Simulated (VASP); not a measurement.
```
Cu2O
1.0
    4.03301     0.00000     0.00000
    0.00000     4.03301     0.00000
    0.00000     0.00000     4.03301
Cu O
4 2
Direct
  0.75000   0.25000   0.75000
  0.25000   0.75000   0.75000
  0.75000   0.75000   0.25000
  0.25000   0.25000   0.25000
  0.00000   0.00000   0.00000
  0.50000   0.50000   0.50000
```

Calculation: LDA (Ceperley-Alder, Perdew-Zunger), VASP's LDA PAW potentials (set 64) (plane waves; VASP). Settings: 620 eV cut-off, 6×6×6 Γ-centred mesh, Gaussian smearing of 0.050 eV, potentials Cu O.

Energy and stress use the plane-wave basis of the starting cell.

The ions, cell shape and volume at an external pressure of 30.0 GPa are relaxed. What does this cell relax into?

```
Cu2O
1.0
    3.98114     0.00000     0.00000
    0.00000     3.98114     0.00000
    0.00000     0.00000     3.98114
Cu O
4 2
Direct
  0.75000   0.25000   0.75000
  0.25000   0.75000   0.75000
  0.75000   0.75000   0.25000
  0.25000   0.25000   0.25000
  0.00000   0.00000   0.00000
  0.50000   0.50000   0.50000
```
Space group Pn-3m (224), at a tolerance of 0.03 Å.

How do energy and volume change from the first to the last step?

The energy (σ→0) changes by +64.1 meV/atom and the volume by -3.8 %, in 3 ionic steps.

```tsv
step	E(σ→0) (eV)	max force (eV/Å)	pressure (GPa)	volume (Å³)
1	-32.1786	0.000	19.85	65.60
2	-30.8499	0.000	49.55	59.24
3	-31.7938	0.000	29.73	63.10
```

The compound is Cu2O in the cuprite structure. This run relaxes it under an external pressure of 30 GPa. Symmetry was kept, so distortions that lower it aren't found.
